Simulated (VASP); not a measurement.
These are PBE GGA, VASP's PBE PAW potentials (set 64) (plane waves; VASP 6.6.1) values and carry that method's errors.

VASP ran on this input.

### INCAR
```
! general
SYSTEM   =  CdSe
PREC     =  Accurate
ENCUT    =  400   ! plane-wave cut-off (eV)
LREAL    =  F   ! projection in real space or not
LASPH    =  T   ! aspherical one-centre terms

! electronic loop
EDIFF    =  1E-6
NELM     =  100   ! most electronic steps
ALGO     =  Normal
LMAXMIX  =  4   ! l cut-off of mixed one-centre charges

! smearing
ISMEAR   =  1
SIGMA    =  0.05

! functional
GGA      =  PE

! ions
ISIF     =  2

! output
LWAVE    =  F
LCHARG   =  F
```

POSCAR:
```
CdSe
14.3759440
  0.1507318059  -0.2602072601   0.0000000000
  0.1507318059   0.2602072601   0.0000000000
  0.0000000000   0.0000000000   0.5000000000
Cd Se
2 2
Cart
  0.1507318059  -0.0867359268   0.2500000000
  0.1507318059   0.0867359268   0.0000000000
  0.1507318059  -0.0867359268   0.4380000000
  0.1534498018   0.0867359268   0.1880000000
```

KPOINTS:
```
Automatic mesh
0
Gamma
5 5 3
0 0 0
```

POTCAR, in this order: Cd Se (PBE.64 set). Program: vasp_std.

The run wrote:

OSZICAR:
```
       N       E                     dE             d eps       ncg     rms          rms(c)
DAV:   1     0.209611110949E+03    0.20961E+03   -0.15053E+04  1672   0.120E+03
DAV:   2    -0.731698075256E+00   -0.21034E+03   -0.20638E+03  1888   0.319E+02
DAV:   3    -0.116356804431E+02   -0.10904E+02   -0.10875E+02  2002   0.735E+01
DAV:   4    -0.117218457793E+02   -0.86165E-01   -0.86147E-01  1830   0.638E+00
DAV:   5    -0.117225863878E+02   -0.74061E-03   -0.74059E-03  2002   0.542E-01    0.862E+00
DAV:   6    -0.109854100825E+02    0.73718E+00   -0.16697E+00  1980   0.126E+01    0.674E+00
DAV:   7    -0.109529483738E+02    0.32462E-01   -0.60665E-01  1912   0.427E+00    0.260E+00
DAV:   8    -0.109508751769E+02    0.20732E-02   -0.68471E-02  1726   0.286E+00    0.377E-01
DAV:   9    -0.109507512867E+02    0.12389E-03   -0.10038E-02  1864   0.127E+00    0.126E-01
DAV:  10    -0.109508773581E+02   -0.12607E-03   -0.10562E-03  1834   0.393E-01    0.781E-02
DAV:  11    -0.109509958915E+02   -0.11853E-03   -0.28454E-04  1864   0.114E-01    0.217E-02
DAV:  12    -0.109509744035E+02    0.21488E-04   -0.12619E-04  2064   0.117E-01    0.855E-03
DAV:  13    -0.109509774112E+02   -0.30077E-05   -0.16949E-05  1720   0.311E-02    0.732E-03
DAV:  14    -0.109509772891E+02    0.12210E-06   -0.10976E-06  1480   0.563E-03
   1 F= -.10950977E+02 E0= -.10951005E+02  d E =0.833252E-04
```

File OUTCAR:
```
------------------------ aborting loop because EDIFF is reached ----------------------------------------
  FORCE on cell =-STRESS in cart. coord.  units (eV):
  Direction    XX          YY          ZZ          XY          YZ          ZX
  --------------------------------------------------------------------------------------
  Total        1.0048474      1.1515351     -0.0649402      0.2493795      0.0095063      0.1418920
  in kB       13.8158390     15.8326766     -0.8928757      3.4287661      0.1307042      1.9509002
  external PRESSURE =       9.5852133 kB  Pullay stress =       0.0000000 kB
  volume of cell :      116.53
      direct lattice vectors                 reciprocal lattice vectors
     2.166912000 -3.740725000  0.000000000     0.230743104 -0.133663929  0.000000000
     2.166912000  3.740725000  0.000000000     0.230743104  0.133663929  0.000000000
     0.000000000  0.000000000  7.187972000     0.000000000  0.000000000  0.139121299
  FREE ENERGIE OF THE ION-ELECTRON SYSTEM (eV)
  ---------------------------------------------------
  free  energy   TOTEN  =       -10.9509772891 eV

  energy  without entropy=      -10.9510606142  energy(sigma->0) =      -10.95100506
```
(Selected blocks of OUTCAR.)

The compound is CdSe in the wurtzite structure. The cell was not relaxed at this level, atoms are displaced from their ideal sites. The run is one of a series of settings (ISMEAR = 1 against the base run), some of them coarse on purpose.
